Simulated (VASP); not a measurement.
Runs of VASP 6.6.1 on C. Symmetry: P6_3/mmc, No. 194, hexagonal system. The conventional cell has a = 2.479 Å, b = 2.479 Å, c = 7.055 Å, α = 90.00°, β = 90.00°, γ = 120.00°. C (site symmetry -6m2) has 3 C at 1.43 Å as nearest neighbours. Around C (site symmetry -6m2) lie 3 C at 1.43 Å. 

| task | cell | cutoff (eV) | gap on the mesh (eV) | pressure (GPa) |
| --- | --- | --- | --- | --- |
| relaxation of shape and atoms at fixed volume | relaxed at fixed volume | 600 | 1.59 | -0.6 |
| single point | P6_3/mmc, 9.26 Å³/atom | 520 | (a) | (b) |
| single point | P6_3/mmc, 9.39 Å³/atom | 520 | 1.60 | 0.4 |
| single point | P6_3/mmc, 10.13 Å³/atom | 520 | 1.82 | -0.2 |

Alike in all rows: level r2SCAN; potentials or basis VASP PAW PBE potentials, release 64 (C); no spin polarisation; k mesh 10 × 10 × 4; smearing gaussian 0.05 eV.

Problem. Estimate the missing entries.

Solution. (a) 1.56; (b) 0.7.

Caveats: the PAW data sets were made with another functional, which shifts forces and pressure a little.

A k mesh can miss the band edges.

Runs at the PBE level aren't shown here.
